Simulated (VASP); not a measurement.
These are RPBE GGA, VASP's PBE PAW potentials (set 64) (plane waves; VASP) values and carry that method's errors.

A VASP calculation is set up with these files.

**INCAR**
```
# general
SYSTEM  = La2O3
PREC    = Accurate
ENCUT   = 520
LREAL   = F
LASPH   = T

# electronic loop
EDIFF   = 1E-7
NELM    = 100
ALGO    = Normal
LMAXMIX = 6

# smearing
ISMEAR  = -5

# functional
GGA     = RP

# ions
ISIF    = 2

# output
LWAVE   = F
LCHARG  = T
LORBIT  = 11
NEDOS   = 601

# other
LEFG    = T
```

POSCAR:
```
La2O3
1
    1.9804744848    -3.4302823385    -0.0000000000
    1.9804744848     3.4302823385     0.0000000000
    0.0000000000     0.0000000000     6.2798256270
La O
2 3
Direct
  0.3333330000   0.6666670000   0.2486239345
  0.6666670000   0.3333330000   0.7513760655
  0.0000000000   0.0000000000   1.0000000000
  0.3333330000   0.6666670000   0.6451566745
  0.6666670000   0.3333330000   0.3548433255
```

### KPOINTS
```
Automatic mesh
0
Gamma
7 7 4
0 0 0
```

POTCAR, in this order: La O (PBE.64 set). Program: vasp_std.

Problem. What does the run give for the energy per atom (σ→0)?

Solution. 
```yaml
energy per atom (σ→0): -7.982 eV/atom
```

### OSZICAR
```
...
DAV:  13    -0.399108088764E+02    0.47234E-04   -0.21608E-03  2344   0.312E-01    0.191E-02
DAV:  14    -0.399108772144E+02   -0.68338E-04   -0.46869E-04  2232   0.166E-01    0.274E-02
DAV:  15    -0.399108653256E+02    0.11889E-04   -0.12982E-04  2408   0.932E-02    0.103E-02
DAV:  16    -0.399108660882E+02   -0.76254E-06   -0.91955E-06  1928   0.237E-02    0.777E-03
DAV:  17    -0.399108654236E+02    0.66460E-06   -0.10443E-05  2344   0.222E-02    0.157E-03
DAV:  18    -0.399108655373E+02   -0.11377E-06   -0.91078E-07  2080   0.812E-03    0.118E-03
DAV:  19    -0.399108655916E+02   -0.54250E-07   -0.83031E-08  1336   0.316E-03
   1 F= -.39910866E+02 E0= -.39910866E+02  d E =0.000000E+00
```

The compound is La2O3 in the a-type structure. It was relaxed first.
